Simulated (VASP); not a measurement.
OSZICAR of a VASP run on WSi$_{2}$ (space group I4/mmm):

### OSZICAR
```
       N       E                     dE             d eps       ncg     rms          rms(c)
DAV:   1     0.883473456203E+02    0.88347E+02   -0.81837E+03  3084   0.100E+03
DAV:   2    -0.231382712231E+02   -0.11149E+03   -0.10946E+03  3676   0.277E+02
DAV:   3    -0.256373564674E+02   -0.24991E+01   -0.24102E+01  3949   0.397E+01
DAV:   4    -0.256534285847E+02   -0.16072E-01   -0.16059E-01  3613   0.364E+00
DAV:   5    -0.256536098668E+02   -0.18128E-03   -0.18128E-03  3935   0.363E-01    0.255E+01
DAV:   6    -0.248959984040E+02    0.75761E+00   -0.45740E+00  3655   0.158E+01    0.883E+00
DAV:   7    -0.248137905887E+02    0.82208E-01   -0.31129E-01  3452   0.327E+00    0.468E+00
DAV:   8    -0.247910749273E+02    0.22716E-01   -0.47755E-02  3900   0.192E+00    0.312E-01
DAV:   9    -0.247906672400E+02    0.40769E-03   -0.13146E-03  3627   0.283E-01    0.181E-01
DAV:  10    -0.247905900291E+02    0.77211E-04   -0.32196E-04  3851   0.176E-01    0.356E-02
DAV:  11    -0.247905837311E+02    0.62981E-05   -0.37673E-05  3704   0.488E-02    0.143E-02
DAV:  12    -0.247905838161E+02   -0.85017E-07   -0.14561E-06  2566   0.854E-03
   1 F= -.24790584E+02 E0= -.24784454E+02  d E =-.122593E-01
```

Which electronic solver shows in the log?

It is blocked Davidson (ALGO = Normal, or the opening steps of other solvers). The INCAR had ALGO = Normal.

Can the final energy be trusted as converged?

Self-consistency was reached. It stopped with EDIFF = 1E-6, NELM = 100 (PBE GGA, plane waves, VASP's PBE PAW potentials (set 64)).

The structure is a typed WSi2 crystal. The cell was not relaxed at this level.
